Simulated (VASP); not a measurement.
These are revTPSS meta-GGA, VASP's PBE PAW potentials (set 64) (plane waves; VASP) values and carry that method's errors.

VASP input:

**INCAR**
```
! general
SYSTEM =NiSb
PREC   =Accurate
ENCUT  =520
LREAL  =.False.
LASPH  =.True.

! electronic loop
EDIFF  =1E-7
NELM   =100
ALGO   =Normal
LMAXMIX=4
LMIXTAU=.True.

! smearing
ISMEAR =1
SIGMA  =0.1

! functional
METAGGA=RTPSS

! ions
IBRION =2
NSW    =30
ISIF   =4
EDIFFG =-0.01

! output
LWAVE  =.False.
LCHARG =.False.
```

### KPOINTS
```
Regular mesh
0
Gamma
9 9 6
0 0 0
```

**POSCAR**
```
NiSb
1
    1.9912376935    -3.4489250184     0.0000000000
    1.9912376935     3.4489250184     0.0000000000
    0.0000000000     0.0000000000     5.1550402171
Ni Sb
2 2
Direct
  0.0000000000   0.0000000000   0.5000000000
  0.0000000000   0.0000000000   0.0000000000
  0.3333330000   0.6666670000   0.2500000000
  0.6666670000   0.3333330000   0.7500000000
```

POTCAR, in this order: Ni Sb (PBE.64 set). Program: vasp_std.

Output of the run:

File OSZICAR:
```
       N       E                     dE             d eps       ncg     rms          rms(c)
DAV:   1     0.247162220179E+03    0.24716E+03   -0.14447E+04  1824   0.188E+03
DAV:   2     0.499323679057E+02   -0.19723E+03   -0.19205E+03  1854   0.376E+02
DAV:   3     0.369195775792E+02   -0.13013E+02   -0.12673E+02  2080   0.130E+02
DAV:   4     0.365620995523E+02   -0.35748E+00   -0.35494E+00  2108   0.198E+01
DAV:   5     0.365499363916E+02   -0.12163E-01   -0.12156E-01  2250   0.382E+00    0.115E+01
DAV:   6     0.266095133778E+02   -0.99404E+01   -0.30806E+01  1956   0.103E+02    0.106E+01
DAV:   7     0.244823170076E+02   -0.21272E+01   -0.11092E+01  2017   0.605E+01    0.593E+00
DAV:   8     0.245782548979E+02    0.95938E-01   -0.10219E+00  2402   0.163E+01    0.753E-01
DAV:   9     0.246401951975E+02    0.61940E-01   -0.17851E-01  2311   0.527E+00    0.657E-01
DAV:  10     0.245617679577E+02   -0.78427E-01   -0.40285E-02  2363   0.259E+00    0.218E-01
DAV:  11     0.245738424333E+02    0.12074E-01   -0.10764E-02  2122   0.128E+00    0.242E-01
DAV:  12     0.245598453513E+02   -0.13997E-01   -0.46542E-03  1907   0.759E-01    0.730E-02
DAV:  13     0.245598064426E+02   -0.38909E-04   -0.66598E-04  2630   0.356E-01    0.481E-02
DAV:  14     0.245597929990E+02   -0.13444E-04   -0.49156E-05  2407   0.984E-02    0.313E-02
DAV:  15     0.245597757185E+02   -0.17280E-04   -0.73654E-06  1995   0.323E-02    0.259E-02
DAV:  16     0.245597656905E+02   -0.10028E-04   -0.47210E-05  2681   0.881E-02    0.216E-02
DAV:  17     0.245597676141E+02    0.19235E-05   -0.84793E-06  2451   0.432E-02    0.175E-02
DAV:  18     0.245597639278E+02   -0.36863E-05   -0.46481E-07  1889   0.716E-03    0.898E-03
DAV:  19     0.245597646752E+02    0.74737E-06   -0.71427E-07  1948   0.132E-02    0.150E-03
DAV:  20     0.245597631435E+02   -0.15316E-05   -0.48107E-08   978   0.361E-03    0.472E-04
DAV:  21     0.245597637451E+02    0.60162E-06   -0.58947E-08   954   0.467E-03    0.644E-04
DAV:  22     0.245597630936E+02   -0.65157E-06   -0.22290E-08   933   0.295E-03    0.158E-04
DAV:  23     0.245597631199E+02    0.26330E-07   -0.32837E-09   927   0.771E-04
   1 F= 0.24559763E+02 E0= 0.24560040E+02  d E =0.245598E+02
```

OUTCAR:
```
------------------------ aborting loop because EDIFF is reached ----------------------------------------
  FORCE on cell =-STRESS in cart. coord.  units (eV):
  Direction    XX          YY          ZZ          XY          YZ          ZX
  --------------------------------------------------------------------------------------
  Total       -3.0540945     -3.0540948     -3.0231907     -0.0000000     -0.0000000      0.0000000
  in kB      -69.1073350    -69.1073416    -68.4080509     -0.0000000     -0.0000000      0.0000000
  external PRESSURE =     -68.8742425 kB  Pullay stress =       0.0000000 kB
  volume of cell :       70.81
      direct lattice vectors                 reciprocal lattice vectors
     1.991237694 -3.448925018  0.000000000     0.251100108 -0.144972708  0.000000000
     1.991237694  3.448925018  0.000000000     0.251100108  0.144972708  0.000000000
     0.000000000  0.000000000  5.155040217     0.000000000  0.000000000  0.193984908
 POSITION                                       TOTAL-FORCE (eV/Angst)
 -----------------------------------------------------------------------------------
      0.00000      0.00000      2.57752         0.000000      0.000000      0.000000
      0.00000      0.00000      0.00000         0.000000      0.000000      0.000000
      1.99124      1.14964      1.28876         0.000000     -0.000000     -0.000000
      1.99124     -1.14964      3.86628        -0.000000      0.000000      0.000000
 -----------------------------------------------------------------------------------
    total drift:                               -0.000000      0.000000      0.000000
  FREE ENERGIE OF THE ION-ELECTRON SYSTEM (eV)
  ---------------------------------------------------
  free  energy   TOTEN  =        24.5597631199 eV

  energy  without entropy=       24.5605948947  energy(sigma->0) =       24.56004038

 reached required accuracy - stopping structural energy minimisation
```
(Selected blocks of OUTCAR.)

The compound is NiSb in the NiAs type structure. This cell is one point of a volume scan, at 1.06 of the reference volume. The run is not spin-polarised, so no magnetic state was tried.
